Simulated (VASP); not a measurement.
VASP ran on this input.

### INCAR
```
# general
SYSTEM =CsH
PREC   =Accurate
ENCUT  =300
LREAL  =.False.
LASPH  =.True.

# electronic loop
EDIFF  =1E-6
NELM   =100
ALGO   =Normal
LMAXMIX=4

# smearing
ISMEAR =0
SIGMA  =0.01

# ions
ISIF   =2

# output
LWAVE  =.False.
LCHARG =.False.
```

File KPOINTS:
```
Automatic mesh
0
Gamma
1 1 1
0 0 0
```

POSCAR:
```
CsH
1.0
  3.8145920000   0.0000000000   0.0000000000
  0.0000000000   3.8145920000   0.0000000000
  0.0000000000   0.0000000000   3.8145920000
Cs H
1 1
Cart
  0.0000000000   0.0000000000   0.0000000000
  1.9072960000   1.9072960000   1.9072960000
```

POTCAR, in this order: Cs_sv H (LDA.64 set). Program: vasp_std.

### Question
Write an equivalent input for Ansatz.

### Answer
One equivalent input (not run):
Ansatz 0.2 input:
```yaml
crystal:
  lattice:
    - [3.8145920, 0.0000000, 0.0000000]
    - [0.0000000, 3.8145920, 0.0000000]
    - [0.0000000, 0.0000000, 3.8145920]
  atoms:
    - { symbol: Cs, position: [0.0000000, 0.0000000, 0.0000000] }
    - { symbol: H, position: [0.5000000, 0.5000000, 0.5000000] }
kpoints:
  mp_grid: { grid: [1, 1, 1] }
hamiltonian:
  xc: lda
  pseudopotentials: { kind: paw }
scf:
  occupations: { method: gaussian, width: 0.01 }
  max_iter: 100
output: { forces: true, stress: true, eigenvalues: true }
```
The two are equivalent in intent, not identical: each code has its own PAW files, so the cut-off isn't converted (ENCUT is set for VASP's; basis.ecutwfc is left out, and Ansatz then takes the one that its files recommend); Ansatz stops its SCF on the density residual and VASP on the energy change (EDIFF); Ansatz's lda is the Perdew-Wang form, while the LDA potentials of VASP carry Perdew-Zunger's.

The structure comes from a computed database's CsH entry (Pm-3m); how it stands against other phases isn't given here. The cell was not relaxed at this level. The k-mesh is coarse (spacing up to 1.65 per Å, 2π included), so the numbers may not be converged in it. The run is one of a series of settings (KPOINTS 1×1×1 Γ-centred mesh against the base run), some of them coarse on purpose.
